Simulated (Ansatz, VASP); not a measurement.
# Cross-check of TiAl3 between VASP and Ansatz

Aim: how closely do two programs agree when they are given the same cell, functional and k mesh? The cell is taken from a series of runs on this material, whose earlier steps may have relaxed, scaled, displaced or heated it; both programs get it as it stands.

Main program and level: Ansatz 0.2.0; plane waves, with VASP 6.6.1 beside it; zone-centre phonons at PBEsol.

### 1. Starting point

It takes space group I4/mmm (No. 139, tetragonal). Conventional cell: a = 3.765 Å, b = 3.765 Å, c = 8.433 Å, α = 90.00°, β = 90.00°, γ = 90.00°. Al has 4 Ti at 2.66 Å and 8 Al at 2.83 Å nearest. Nearest to Al lie 8 Al at 2.66 to 2.83 Å and 4 Ti at 2.83 Å. Nearest to Ti lie 12 Al at 2.66 to 2.83 Å. Farther neighbours are not listed.

Structure file:

```cif
data_structure
_symmetry_space_group_name_H-M 'P 1'
_symmetry_Int_Tables_number 1
_cell_length_a 4.9863
_cell_length_b 4.9863
_cell_length_c 4.9863
_cell_angle_alpha 135.644
_cell_angle_beta 135.644
_cell_angle_gamma 64.531
_cell_volume 59.75
loop_
_atom_site_label
_atom_site_type_symbol
_atom_site_fract_x
_atom_site_fract_y
_atom_site_fract_z
_atom_site_occupancy
Al1 Al 0.50000 0.50000 0.00000 1
Al2 Al 0.75000 0.25000 0.50000 1
Al3 Al 0.25000 0.75000 0.50000 1
Ti4 Ti 0.00000 0.00000 0.00000 1
```

### 2. Ansatz: zone-centre phonons, PBEsol

Ansatz runs on its PAW soft_1 files.

Second derivatives magnify differences that forces hide, and they need a tight electronic threshold.

The input, input.yaml:

```yaml
crystal:
  lattice:
    - [-1.8822551416, 1.8822551416, 4.2163180057]
    - [1.8822551416, -1.8822551416, 4.2163180057]
    - [1.8822551416, 1.8822551416, -4.2163180057]
  atoms:
    - { symbol: Al, position: [0.5, 0.5, 0.0] }
    - { symbol: Al, position: [0.75, 0.25, 0.5] }
    - { symbol: Al, position: [0.25, 0.75, 0.5] }
    - { symbol: Ti, position: [0.0, 0.0, 0.0] }
kpoints:
  mp_grid: { grid: [16, 16, 16] }
hamiltonian:
  xc: pbesol
  pseudopotentials: { kind: paw, azcp: { folder: soft_1 }, xc_functional: pbe }
scf:
  occupations: { method: methfessel_paxton, width: 0.2 }
output:
  eigenvalues: true
phonons:
  method: dfpt
```

Command:

```sh
$ ansatz run input.yaml --threads 4 --pin off --max-ram 16384MiB --backend cpu --events-out ev --progress --plain --runs-dir out
```

Numbers of over 12 decimals in the logs are rounded to 6 here.

What it wrote:

```text
zone centre: on kpoints.mp_grid the ground state, and the responses unless they are solved on pairs of k-points, stand on 621 of the mesh's 4096 k-points, reduced under 4 symmetry operations, with k and −k counted as one. Each operation leaves every solved displacement unchanged or reverses it
Engine: ansatz 0.2.0, aarch64-unknown-linux-gnu
Pseudopotentials: kind: paw
Pseudopotential: Al, paw, valence charge 3, recommended cutoff 420 eV (normal), soft_1/Al.paw.azcp
Pseudopotential: Ti, paw, valence charge 12, recommended cutoff 420 eV (normal), soft_1/Ti.paw.azcp
Functional definition: PBEsol
  exchange = pbesol_x
  correlation = pbesol_c
Crystal: 4 atoms, lattice volume = 59.752 Å³
Basis set: ecut = 420 eV, 1179 PW (Γ), exchange–correlation on 72×72×72 points (8 copies of the dense FFT grid, shifted against one another)
Bands: 15, of which v1, the nominal top of the filled ones, is band 11 counted from 1 (10 counted from 0)
Symmetry: 16 space group operations
k-points: 621 of 4096 (irreducible under 4 space group operations, time reversal used)
Non-local potential: Al, projectors of the file, l = 0: 2, l = 1: 2, l = 2: 1
Non-local potential: Ti, projectors of the file, l = 0: 3, l = 1: 2, l = 2: 3, l = 3: 1
PAW form: soft (Blöchl's): semilocal exchange-correlation on the pseudo side does not see the compensation charge
PAW frozen core: Al, regenerated for the run's functional, and the local potential with it (the file was generated under x = pbe(κ = 0.804, μ = 0.219515), c = pbe(β = 0.066725))
PAW frozen core: Ti, regenerated for the run's functional, and the local potential with it (the file was generated under x = pbe(κ = 0.804, μ = 0.219515), c = pbe(β = 0.066725))
PAW one-centre angular grid: Al, 110 points (default); XC on 64 Gauss nodes
PAW one-centre angular grid: Ti, 590 points (default); XC on 64 Gauss nodes
Initial density: superposition of atomic densities (chi_scale 0.1, normalization cell, long waves kept (reshape's long-wave potential 0.00 eV rms))
Initial wavefunctions: pseudopotential atomic-orbital guess
Functional: x = pbesol(κ = 0.804, μ = 0.123457), c = pbesol(β = 0.046)
SCF iter   1: F=—  HF=-4049.502378 eV  |F-HF|=—  |Δ(HF+E_count)|=         —  Δρ=3.15e-2  dr2=6.77e-1  ethr=3.10e-3  ⟨swp⟩=5.1  Hψ=47786  notcnv=0
preconditioner: auto → Kerker (q_TF=auto, 2.292 Å⁻¹)  [metal: Δε(μ)=0.015 eV  Ē_g=5.767 eV  σ=0.200 eV  W_gap=0.06  n_scr=10 (ndim 8)  ℏωp=17.3 eV  f_vac=0.000  D(μ)=1.58/eV (n_scr^D=10)]
SCF iter   2: F=—  HF=-4049.288752 eV  |F-HF|=—  |Δ(HF+E_count)|=   2.14e-1  S|Δr|=    0.00e0  Δρ=1.96e-2  dr2=3.00e-1  ethr=3.10e-3  ⟨swp⟩=2.0  Hψ=16640  notcnv=0
SCF iter   3: F=—  HF=-4049.128270 eV  |F-HF|=—  |Δ(HF+E_count)|=   1.60e-1  S|Δr|=    0.00e0  Δρ=2.27e-3  dr2=3.32e-3  ethr=1.43e-3  ⟨swp⟩=2.8  Hψ=15504  notcnv=0
SCF iter   4: F=—  HF=-4049.126698 eV  |F-HF|=—  |Δ(HF+E_count)|=   1.57e-3  S|Δr|=    0.00e0  Δρ=5.42e-4  dr2=1.37e-4  ethr=1.58e-5  ⟨swp⟩=2.8  Hψ=15519  notcnv=0
SCF iter   5: F=—  HF=-4049.126649 eV  |F-HF|=—  |Δ(HF+E_count)|=   4.93e-5  S|Δr|=    0.00e0  Δρ=9.37e-5  dr2=7.74e-6  ethr=6.54e-7  ⟨swp⟩=1.9  Hψ=13111  notcnv=0
SCF iter   6: F=—  HF=-4049.126648 eV  |F-HF|=—  |Δ(HF+E_count)|=   1.25e-6  S|Δr|=    0.00e0  Δρ=1.82e-5  dr2=2.11e-7  ethr=3.69e-8  ⟨swp⟩=2.1  Hψ=11238  notcnv=0
SCF iter   7: F=—  HF=-4049.126648 eV  |F-HF|=—  |Δ(HF+E_count)|=   1.58e-7  S|Δr|=    0.00e0  Δρ=2.93e-6  dr2=4.72e-9  ethr=1.01e-9  ⟨swp⟩=2.3  Hψ=12127  notcnv=0
SCF iter   8: F=—  HF=-4049.126648 eV  |F-HF|=—  |Δ(HF+E_count)|=   1.44e-9  S|Δr|=    0.00e0  Δρ=7.35e-7  dr2=3.71e-10  ethr=2.25e-11  ⟨swp⟩=2.7  Hψ=15661  notcnv=0
SCF iter   9: F=-4049.126648 eV  HF=-4049.126648 eV  |F-HF|=2.27e-12  |Δ(HF+E_count)|=  7.37e-11  S|Δr|=    0.00e0  Δρ=1.32e-7  dr2=6.64e-12  ethr=1.00e-12  ⟨swp⟩=3.9  Hψ=38641  notcnv=0
SCF 1 converged in 9 iterations: F = -4049.126648 eV  dr2 = 6.64e-12
  greatest PAW one-centre occupation: 0.998 electrons in one spin orbital (limit 2), on the Ti atom at site 3 (counted from 0), in its partial waves of l = 0
DFPT response loops at Γ: preconditioner auto → Kerker (q_TF=auto, 2.292 Å⁻¹) (partly filled bands, converged f_vac=0.000); β = 1.00, the filter's whole step (`scf.mixing.beta` (0.50) is not read by the response loops under this deck's `scf.mixing.preconditioner`; to damp them name `kerker` or `kerker_dos`, under which they read `scf.mixing.beta`, and type it under 1.00, their step now; both keys bind the ground state too); Broyden in place of MSR1
SCF converged after 9 iterations
Stability not checked: this state was not tested for a lower state beside it, because cold or Methfessel-Paxton smearing, or corrected tetrahedra, fill the levels in a way that the test cannot read (fill_not_monotonic; see scf.lower_state_search)
Free energy (F): -4049.126648 eV
Harris-Foulkes:  -4049.126648 eV  (|F-HF|=2.27e-12)
Internal energy: -4049.127539 eV  (E = F + TS)
E sigma→0 (E₀):  -4049.126870 eV
Entropy (-TS):   0.000891 eV (0.223 meV/atom)
Fermi energy:    10.121674 eV
Step filling:    the computed levels leave a gap of 0.0005 eV = 0.0 smearing widths at the electron count; against every level under it full and every level over it empty, smearing changes F+E_penalty+E_count by +0.275 meV and its σ→0 estimate by +0.052 meV
--- Per-component energies (eV) ---
  E_band       = -139.829195
  E_kinetic    = 354.485926
  E_local      = -1225.154045  (includes V_loc(G=0)·N_el)
  E_nonlocal   = 94.632754
  E_hartree    = 528.943265
  E_xc         = -230.373841
  E_vxc        = -236.759280  (∫ρ·V_xc dr)
  E_paw        = -2388.633269  (= ΣΔE_a)
  E_vpaw       = -184.920965  (= ΣTr[D̂ρ^β])
  E_aug_tail   = -0.000091  (compensation charges beyond the density's cutoff)
  E_ewald      = -1183.225041
  E_core_change = 0.196802  (= ΣΔE_core)
  E_smearing   = 0.000891  (= −TS)
  E_closure    = -0.000000  (closes the sum)
  Σ components = -4049.126648   (vs F -4049.126648, Δ=0.00e0)
--- Band table (eV; the first three rows and the last of 621) ---
  k-point 0: bands = [... 7 lower, 8.6024, 8.8475, 8.8475, 11.0070, 11.9751, 11.9751, 12.3565, 12.9065]
  k-point 1: bands = [... 7 lower, 8.5183, 8.5998, 8.8583, 10.6133, 12.0670, 12.1094, 12.2384, 13.1311]
  k-point 2: bands = [... 7 lower, 8.0358, 8.3104, 8.8758, 9.8233, 12.0965, 12.2679, 12.2781, 13.4454]
  k-point 620: bands = [... 7 lower, 9.2278, 9.2278, 9.8542, 10.8480, 10.8480, 11.1400, 13.2718, 15.3145]
--- Phonons (Γ-DFPT): 6 representative perturbations + reference, on 621 of 4096 k-points (Σ response iterations 18) ---
  k mesh reduced under 4 symmetry operations, with k and −k counted as one. Each operation leaves every solved displacement unchanged or reverses it
  ASR residual: 2.975e-5 → 0.000e0 eV/Å²; symmetrization residual: 3.677e-6 eV/Å²
  ASR residual per site (eV/Å²): 2.57e-5 1.43e-5 1.43e-5 2.98e-5
  Γ frequencies (cm⁻¹): 0.00 0.00 0.00 217.22 243.36 243.36 275.77 354.17 365.91 365.91 371.96 371.96
  non-analytic LO–TO correction: not included (Born effective charges unavailable; polar crystals: no LO–TO splitting at Γ)
```

### 3. VASP: zone-centre phonons, PBEsol

The same cell, functional, mesh and smearing now go to VASP, with its own data sets.

Lines of VASP's logs that name or quote its potential files are left out, and so is its time.

The input, INCAR:

```
SYSTEM = TiAl3
PREC = Accurate
ENCUT = 500
EDIFF = 1E-08
NELM = 120
ISMEAR = 1
SIGMA = 0.2
LREAL = .FALSE.
ALGO = Normal
GGA = PS
NBANDS = 16
LASPH = .TRUE.
LORBIT = 11
LWAVE = .FALSE.
LCHARG = .FALSE.
ISIF = 2
IBRION = 8
GGA_COMPAT = .FALSE.
KPAR = 2
```

The input, POSCAR:

```
TiAl3
1.0
   -1.8822551416      1.8822551416      4.2163180057
    1.8822551416     -1.8822551416      4.2163180057
    1.8822551416      1.8822551416     -4.2163180057
Al Ti
3 1
Direct
    0.5000000000      0.5000000000      0.0000000000
    0.7500000000      0.2500000000      0.5000000000
    0.2500000000      0.7500000000      0.5000000000
    0.0000000000      0.0000000000      0.0000000000
```

The input, KPOINTS:

```
Automatic mesh
0
Gamma
16 16 16
0 0 0
```

The projector-augmented-wave data sets are Al and Ti_sv (PBE family, release 64).

Command:

```sh
$ mpirun -np 2 vasp_std
```

What it wrote:

```text
[banner, memory and clock lines left out]
running    2 mpi-ranks, on    1 nodes
 distrk:  each k-point on    1 cores,    2 groups
 distr:  one band on    1 cores,    1 groups

 POSCAR found type information on POSCAR AlTi
 POSCAR found :  2 types and       4 ions
|                                                                             |
|               ----> ADVICE to this user running VASP <----                  |
|                                                                             |
|     You enforced a specific xc type in the INCAR file but a different       |
|     [... a line on the potential file left out ...]
|     I HOPE YOU KNOW WHAT YOU ARE DOING!                                     |
|                                                                             |

 LDA part: xc-table for (Slater+PW92), standard interpolation
 POSCAR, INCAR and KPOINTS ok, starting setup
 FFT: planning ... GRIDC
 FFT: planning ... GRID_SOFT
 FFT: planning ... GRID
 WAVECAR not read
 entering main loop
       N       E                     dE             d eps       ncg     rms          rms(c)
DAV:   1     0.115038856310E+03    0.11504E+03   -0.91946E+03 11168   0.119E+03
DAV:   2    -0.160220884007E+02   -0.13106E+03   -0.12879E+03 11464   0.309E+02
DAV:   3    -0.240329462231E+02   -0.80109E+01   -0.78934E+01 18808   0.687E+01
DAV:   4    -0.242090713322E+02   -0.17613E+00   -0.17600E+00 12704   0.102E+01
DAV:   5    -0.242160850528E+02   -0.70137E-02   -0.70134E-02 18664   0.189E+00    0.118E+01
DAV:   6    -0.228570329087E+02    0.13591E+01   -0.26027E+01 16624   0.393E+01    0.619E+00
DAV:   7    -0.222613509151E+02    0.59568E+00   -0.73732E+00 14416   0.205E+01    0.324E+00
DAV:   8    -0.222256704164E+02    0.35680E-01   -0.11028E+00 14168   0.865E+00    0.155E+00
DAV:   9    -0.221885044449E+02    0.37166E-01   -0.34689E-01 15008   0.475E+00    0.246E-01
DAV:  10    -0.221899692952E+02   -0.14649E-02   -0.77225E-03 13944   0.698E-01    0.311E-01
DAV:  11    -0.221882352899E+02    0.17340E-02   -0.76795E-03 16272   0.630E-01    0.774E-02
DAV:  12    -0.221881883433E+02    0.46947E-04   -0.45165E-04 15328   0.165E-01    0.378E-02
DAV:  13    -0.221881883273E+02    0.16005E-07   -0.70287E-06 12264   0.225E-02    0.203E-02
DAV:  14    -0.221881865740E+02    0.17533E-05   -0.10628E-05 17400   0.245E-02    0.100E-02
DAV:  15    -0.221881864620E+02    0.11206E-06   -0.32265E-07 12280   0.521E-03    0.472E-04
DAV:  16    -0.221881864752E+02   -0.13210E-07   -0.27165E-08 13992   0.105E-03    0.809E-04
DAV:  17    -0.221881864761E+02   -0.92427E-09   -0.32902E-08 11128   0.160E-03
   1 F= -.22188186E+02 E0= -.22188484E+02  d E =0.894021E-03
 Linear response reoptimize wavefunctions to high precision
DAV:   1    -0.221881864768E+02   -0.71623E-09   -0.19896E-09  9520   0.357E-04
DAV:   2    -0.221881864768E+02   -0.43201E-11   -0.13425E-10  7528   0.920E-05
 Linear response DOF=           6
 Linear response progress:
  Degree of freedom:   1/  6
       N       E                     dE             d eps       ncg     rms          rms(c)
RMM:   1    -0.885764871850E-02   -0.88576E-02    0.34559E-03 36116   0.137E+00
RMM:   2    -0.740039159549E-02    0.14573E-02   -0.18575E-03 40297   0.259E-01    0.472E-02
RMM:   3    -0.743841281295E-02   -0.38021E-04   -0.37446E-04 44148   0.113E-01    0.256E-02
RMM:   4    -0.755051098199E-02   -0.11210E-03   -0.10763E-04 43488   0.550E-02    0.745E-03
RMM:   5    -0.756188004188E-02   -0.11369E-04   -0.12871E-05 47579   0.205E-02    0.358E-03
RMM:   6    -0.757033440406E-02   -0.84544E-05   -0.21462E-06 50042   0.818E-03    0.929E-04
RMM:   7    -0.757164593623E-02   -0.13115E-05   -0.32976E-07 48540   0.314E-03    0.402E-04
RMM:   8    -0.757178729876E-02   -0.14136E-06   -0.10686E-07 47335   0.164E-03    0.178E-04
RMM:   9    -0.757184245719E-02   -0.55158E-07   -0.42895E-08 52353   0.600E-04    0.118E-04
RMM:  10    -0.757188730366E-02   -0.44846E-07   -0.20842E-08 47871   0.321E-04    0.217E-05
RMM:  11    -0.757186148656E-02    0.25817E-07   -0.13392E-08 51847   0.142E-04    0.798E-06
RMM:  12    -0.757186741872E-02   -0.59322E-08   -0.57668E-09 52675   0.626E-05    0.315E-06
 first order change of Fermi-energy   0.17647E-03
 force on displaced ion       1 direction 1 :  -9.705   0.000  -0.000
 Linear response progress:
  Degree of freedom:   2/  6
       N       E                     dE             d eps       ncg     rms          rms(c)
RMM:   1    -0.108775070029E-01   -0.10878E-01    0.78402E-03 26398   0.739E-01
RMM:   2    -0.833536718771E-02    0.25421E-02   -0.16040E-03 24055   0.204E-01    0.486E-02
RMM:   3    -0.826849270973E-02    0.66874E-04   -0.53368E-04 23910   0.998E-02    0.218E-02
RMM:   4    -0.831006279009E-02   -0.41570E-04   -0.15312E-04 24349   0.503E-02    0.769E-03
RMM:   5    -0.830280813463E-02    0.72547E-05   -0.17053E-05 25081   0.197E-02    0.253E-03
RMM:   6    -0.830663128717E-02   -0.38232E-05   -0.42054E-06 26677   0.799E-03    0.737E-04
RMM:   7    -0.830481461960E-02    0.18167E-05   -0.95468E-07 26950   0.341E-03    0.338E-04
RMM:   8    -0.830434258452E-02    0.47204E-06   -0.39077E-07 27491   0.150E-03    0.179E-04
RMM:   9    -0.830459247519E-02   -0.24989E-06   -0.32057E-08 27939   0.678E-04    0.302E-05
RMM:  10    -0.830464861819E-02   -0.56143E-07    0.24437E-08 29201   0.316E-04    0.374E-05
[...]
RMM:   4    -0.738487883017E-02   -0.11419E-03   -0.14709E-04 74529   0.523E-02    0.777E-03
RMM:   5    -0.738621749715E-02   -0.13387E-05   -0.14641E-05 83188   0.190E-02    0.244E-03
RMM:   6    -0.739383268124E-02   -0.76152E-05   -0.28382E-06 90823   0.710E-03    0.857E-04
RMM:   7    -0.739290098474E-02    0.93170E-06   -0.52737E-07 88574   0.251E-03    0.228E-04
RMM:   8    -0.739326062346E-02   -0.35964E-06   -0.18789E-07 89424   0.107E-03    0.116E-04
RMM:   9    -0.739357533892E-02   -0.31472E-06    0.67707E-08 92405   0.478E-04    0.509E-05
RMM:  10    -0.739360419994E-02   -0.28861E-07    0.48290E-08 90708   0.222E-04    0.944E-06
RMM:  11    -0.739363076273E-02   -0.26563E-07    0.78810E-08 92634   0.114E-04    0.686E-06
RMM:  12    -0.739362339736E-02    0.73654E-08    0.26588E-08 91588   0.631E-05    0.331E-06
 first order change of Fermi-energy  -0.54557E-07
 force on displaced ion       2 direction 1 :  -8.399  -0.000  -0.000
 Linear response progress:
  Degree of freedom:   4/  6
       N       E                     dE             d eps       ncg     rms          rms(c)
RMM:   1    -0.117011732351E-01   -0.11701E-01    0.17403E-03 41211   0.126E+00
RMM:   2    -0.873076037407E-02    0.29704E-02   -0.19664E-03 42819   0.276E-01    0.596E-02
RMM:   3    -0.867192490020E-02    0.58835E-04   -0.58915E-04 42730   0.134E-01    0.285E-02
RMM:   4    -0.875496004436E-02   -0.83035E-04   -0.18424E-04 45428   0.693E-02    0.102E-02
RMM:   5    -0.876079398378E-02   -0.58339E-05   -0.21170E-05 47670   0.266E-02    0.369E-03
RMM:   6    -0.877108389184E-02   -0.10290E-04   -0.43418E-06 50429   0.116E-02    0.124E-03
RMM:   7    -0.877041101889E-02    0.67287E-06   -0.86291E-07 49789   0.444E-03    0.547E-04
RMM:   8    -0.877018873946E-02    0.22228E-06   -0.18825E-07 49194   0.198E-03    0.271E-04
RMM:   9    -0.877049622494E-02   -0.30749E-06   -0.49045E-08 50839   0.821E-04    0.121E-04
RMM:  10    -0.877056542410E-02   -0.69199E-07   -0.84133E-09 50104   0.374E-04    0.279E-05
RMM:  11    -0.877055417157E-02    0.11253E-07    0.29532E-09 52686   0.170E-04    0.700E-06
RMM:  12    -0.877056340940E-02   -0.92378E-08   -0.48936E-10 52502   0.720E-05    0.288E-06
 first order change of Fermi-energy  -0.30143E-03
 force on displaced ion       2 direction 3 :  -0.000   0.000  -7.422
 Linear response progress:
  Degree of freedom:   5/  6
       N       E                     dE             d eps       ncg     rms          rms(c)
RMM:   1    -0.790868609067E+00   -0.79087E+00    0.83754E+00 20042   0.143E+02
RMM:   2    -0.695516636034E+00    0.95352E-01   -0.53729E-01 34491   0.589E+00    0.176E-01
RMM:   3    -0.694026240887E+00    0.14904E-02   -0.26648E-02 39809   0.130E+00    0.828E-02
RMM:   4    -0.694881750290E+00   -0.85551E-03   -0.18849E-02 46806   0.582E-01    0.361E-02
RMM:   5    -0.696485417291E+00   -0.16037E-02   -0.96381E-04 45341   0.170E-01    0.127E-02
RMM:   6    -0.696760701071E+00   -0.27528E-03   -0.25991E-04 48679   0.710E-02    0.373E-03
RMM:   7    -0.696706995977E+00    0.53705E-04   -0.41053E-05 49679   0.257E-02    0.295E-03
RMM:   8    -0.696798508113E+00   -0.91512E-04   -0.15080E-05 47647   0.119E-02    0.766E-04
RMM:   9    -0.696821959449E+00   -0.23451E-04   -0.72390E-06 50548   0.588E-03    0.201E-04
RMM:  10    -0.696813709123E+00    0.82503E-05   -0.50772E-06 51682   0.325E-03    0.151E-04
RMM:  11    -0.696818239328E+00   -0.45302E-05   -0.40042E-06 50212   0.201E-03    0.452E-05
RMM:  12    -0.696820227145E+00   -0.19878E-05   -0.30265E-06 51976   0.146E-03    0.115E-05
RMM:  13    -0.696820934590E+00   -0.70744E-06   -0.24973E-06 49480   0.112E-03    0.117E-05
RMM:  14    -0.696821182499E+00   -0.24791E-06   -0.19550E-06 49924   0.923E-04    0.709E-06
[...]
RMM:  20    -0.696821353044E+00   -0.81722E-07   -0.62767E-07 42394   0.409E-04    0.380E-06
RMM:  21    -0.696821368466E+00   -0.15422E-07   -0.52813E-07 46060   0.360E-04    0.529E-06
RMM:  22    -0.696821383152E+00   -0.14686E-07   -0.44281E-07 37451   0.321E-04    0.750E-06
RMM:  23    -0.696821438437E+00   -0.55286E-07   -0.37668E-07 42321   0.292E-04    0.615E-06
RMM:  24    -0.696821433128E+00    0.53089E-08   -0.32384E-07 37776   0.258E-04    0.763E-06
RMM:  25    -0.696821444754E+00   -0.11626E-07   -0.27459E-07 35603   0.232E-04    0.823E-06
RMM:  26    -0.696821450429E+00   -0.56750E-08   -0.23614E-07 27814   0.210E-04    0.954E-06
RMM:  27    -0.696821471278E+00   -0.20849E-07   -0.20564E-07 45176   0.193E-04    0.884E-06
 first order change of Fermi-energy  -0.26899E-03
 force on displaced ion       4 direction 1 : -11.574   0.000   0.000
 Linear response progress:
  Degree of freedom:   6/  6
       N       E                     dE             d eps       ncg     rms          rms(c)
RMM:   1    -0.736558536123E+00   -0.73656E+00    0.18564E+01 11342   0.148E+02
RMM:   2    -0.641883263415E+00    0.94675E-01   -0.59314E-01 18965   0.597E+00    0.184E-01
RMM:   3    -0.640429608465E+00    0.14537E-02   -0.28486E-02 22212   0.133E+00    0.825E-02
RMM:   4    -0.641064645584E+00   -0.63504E-03   -0.19017E-02 25619   0.579E-01    0.321E-02
RMM:   5    -0.642243518887E+00   -0.11789E-02   -0.73437E-04 25424   0.155E-01    0.126E-02
RMM:   6    -0.642653585975E+00   -0.41007E-03   -0.24848E-04 26415   0.676E-02    0.370E-03
RMM:   7    -0.642705661958E+00   -0.52076E-04   -0.37171E-05 27754   0.233E-02    0.200E-03
RMM:   8    -0.642761572011E+00   -0.55910E-04   -0.17578E-05 26081   0.110E-02    0.719E-04
RMM:   9    -0.642783273097E+00   -0.21701E-04   -0.11144E-05 27545   0.552E-03    0.297E-04
RMM:  10    -0.642774864234E+00    0.84089E-05   -0.89505E-06 27656   0.325E-03    0.690E-05
RMM:  11    -0.642776198320E+00   -0.13341E-05   -0.76823E-06 28362   0.209E-03    0.437E-05
RMM:  12    -0.642777524862E+00   -0.13265E-05   -0.66244E-06 26499   0.162E-03    0.131E-05
RMM:  13    -0.642777819435E+00   -0.29457E-06   -0.57713E-06 27753   0.133E-03    0.105E-05
RMM:  14    -0.642777826362E+00   -0.69269E-08   -0.52730E-06 28531   0.115E-03    0.206E-05
RMM:  15    -0.642777733685E+00    0.92677E-07   -0.47257E-06 26832   0.101E-03    0.228E-05
RMM:  16    -0.642777877251E+00   -0.14357E-06   -0.42803E-06 24858   0.916E-04    0.229E-05
RMM:  17    -0.642777933163E+00   -0.55912E-07   -0.39661E-06 24805   0.835E-04    0.239E-05
 first order change of Fermi-energy   0.32210E-03
 force on displaced ion       4 direction 3 :  -0.000  -0.000  -8.956
 Linear response finished
```

[end of part 1 of 2]

[Lines on the potential files, build, host, timing and source positions are cut from VASP's logs without a mark.]

[Logs are printed without paths, hosts, clocks, repeated set-up lines and the standing remarks that a program may print on its own settings, such as how far it seeks lower states.]

[Hosts, paths, dates, database ids (printed as entryN), source tags and the programs' standing remarks are cut or masked in the printed files.]
